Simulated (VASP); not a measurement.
Calculation: PBE GGA, VASP's PBE PAW potentials (set 64) (plane waves; VASP).

The input files of a VASP run:

File POSCAR:
```
MgI2
1
    4.1019640000     0.0000000000     0.0000000000
   -2.0509820000     3.5524050000     0.0000000000
    0.0000000000     0.0000000000    15.3734310000
Mg I
1 2
Direct
  0.0073660000   0.0024540000   0.5017240000
  0.3346580000   0.6603940000   0.6097160000
  0.6579760000   0.3371520000   0.3902840000
```

**KPOINTS**
```
K-points
0
G
  8 8 1
```

INCAR:
```
ALGO  =  Normal
DIPOL  =  0.5 0.5 0.501
EDIFF  =  1E-6
ENCUT  =  300
GGA  =  PE
IDIPOL  =  3
ISIF  =  2
ISMEAR  =  1
LASPH  =  .TRUE.
LCHARG  =  .FALSE.
LDIPOL  =  .TRUE.
LMAXMIX  =  4
LREAL  =  .FALSE.
LWAVE  =  .FALSE.
NELM  =  100
PREC  =  Accurate
SIGMA  =  0.05
SYSTEM  =  MgI2
```

POTCAR, in this order: Mg I (PBE.64 set). Program: vasp_std.

The run wrote:

**OUTCAR**
```
 ion  position               nearest neighbor table
   1  0.007  0.002  0.502-   2 2.87   3 2.88   2 2.90   2 2.91   3 2.92   3 2.97
   2  0.335  0.660  0.610-   1 2.87   1 2.90   1 2.91
   3  0.658  0.337  0.390-   1 2.88   1 2.92   1 2.97
  LATTYP: Found a hexagonal cell.
 ALAT       =     4.1019640000
 C/A-ratio  =     3.7478220189
 Subroutine PRICEL returns:
 Original cell was already a primitive cell.
 Subroutine GETGRP returns: Found  1 space group operations
The static configuration has the point symmetry C_1 .
The dynamic configuration has the point symmetry C_1 .
 Subroutine INISYM returns: Found  1 space group operations
 Subroutine IBZKPT returns following result:
 Found     34 irreducible k-points:

 Following reciprocal coordinates:
            Coordinates               Weight
  0.000000  0.000000  0.000000      1.000000
  0.125000  0.000000  0.000000      2.000000
  0.000000  0.125000  0.000000      2.000000
 -0.125000  0.125000  0.000000      2.000000
  0.250000  0.000000  0.000000      2.000000
  0.000000  0.250000  0.000000      2.000000
 -0.250000  0.250000  0.000000      2.000000
...
```

OSZICAR:
```
       N       E                     dE             d eps       ncg     rms          rms(c)
DAV:   1     0.881919852071E+02    0.88192E+02   -0.38344E+03   816   0.619E+02
DAV:   2     0.153082987270E+01   -0.86661E+02   -0.81548E+02  1360   0.127E+02
DAV:   3    -0.756361561330E+01   -0.90944E+01   -0.90496E+01  1036   0.516E+01
DAV:   4    -0.784227598528E+01   -0.27866E+00   -0.27852E+00  1092   0.114E+01
DAV:   5    -0.784941007741E+01   -0.71341E-02   -0.71339E-02  1072   0.198E+00    0.406E+00
DAV:   6    -0.772739388315E+01    0.12202E+00   -0.15341E-01   936   0.216E+00    0.278E+00
DAV:   7    -0.770765523245E+01    0.19739E-01   -0.19963E-01   988   0.250E+00    0.585E-01
DAV:   8    -0.770199495579E+01    0.56603E-02   -0.20883E-02   916   0.859E-01    0.349E-01
DAV:   9    -0.770212167059E+01   -0.12671E-03   -0.17983E-03  1028   0.290E-01    0.158E-01
DAV:  10    -0.770211333081E+01    0.83398E-05   -0.12616E-04   944   0.915E-02    0.383E-02
DAV:  11    -0.770214149408E+01   -0.28163E-04   -0.39524E-05   900   0.453E-02    0.391E-02
DAV:  12    -0.770214902329E+01   -0.75292E-05   -0.75945E-06  1032   0.195E-02    0.184E-02
DAV:  13    -0.770215593954E+01   -0.69162E-05   -0.55187E-07   756   0.535E-03    0.115E-02
DAV:  14    -0.770219563979E+01   -0.39700E-04   -0.75746E-06   960   0.142E-02    0.131E-02
DAV:  15    -0.770221204218E+01   -0.16402E-04   -0.89092E-07   776   0.602E-03    0.104E-02
DAV:  16    -0.770222788336E+01   -0.15841E-04   -0.13257E-06   768   0.697E-03    0.292E-03
DAV:  17    -0.770223125561E+01   -0.33722E-05   -0.23042E-07   756   0.355E-03    0.231E-03
DAV:  18    -0.770223473902E+01   -0.34834E-05   -0.59758E-08   688   0.198E-03    0.138E-03
DAV:  19    -0.770223652071E+01   -0.17817E-05   -0.47918E-08   732   0.118E-03    0.859E-04
DAV:  20    -0.770223703881E+01   -0.51810E-06   -0.73415E-09   724   0.603E-04
   1 F= -.77022370E+01 E0= -.77022566E+01  d E =0.585451E-04
```

**OUTCAR**
```
------------------------ aborting loop because EDIFF is reached ----------------------------------------
  FORCE on cell =-STRESS in cart. coord.  units (eV):
  Direction    XX          YY          ZZ          XY          YZ          ZX
  --------------------------------------------------------------------------------------
  Total        1.0524805      1.0910654      0.3698661      0.0186965      0.1068464     -0.1809206
  in kB        7.5273049      7.8032628      2.6452703      0.1337167      0.7641620     -1.2939379
  external PRESSURE =       5.9919460 kB  Pullay stress =       0.0000000 kB
  volume of cell :      224.02
      direct lattice vectors                 reciprocal lattice vectors
     4.101964000  0.000000000  0.000000000     0.243785660  0.140749717  0.000000000
    -2.050982000  3.552405000  0.000000000     0.000000000  0.281499435  0.000000000
     0.000000000  0.000000000 15.373431000     0.000000000  0.000000000  0.065047288
 POSITION                                       TOTAL-FORCE (eV/Angst)
 -----------------------------------------------------------------------------------
      0.02518      0.00872      7.71322        -0.089664     -0.049185     -0.180162
      0.01830      2.34599      9.37343        -0.008102      0.056615      0.204738
      2.00750      1.19770      6.00000         0.097766     -0.007431     -0.024575
 -----------------------------------------------------------------------------------
    total drift:                                0.000025      0.000026     -0.000109
  FREE ENERGIE OF THE ION-ELECTRON SYSTEM (eV)
  ---------------------------------------------------
  free  energy   TOTEN  =        -7.7022370388 eV

  energy  without entropy=       -7.7022955839  energy(sigma->0) =       -7.70225655
```
(Selected blocks of OUTCAR.)

The cell holds a wide vacuum, so values per volume refer to the whole cell.

The cell is a sheet with vacuum, built from a generated structure.
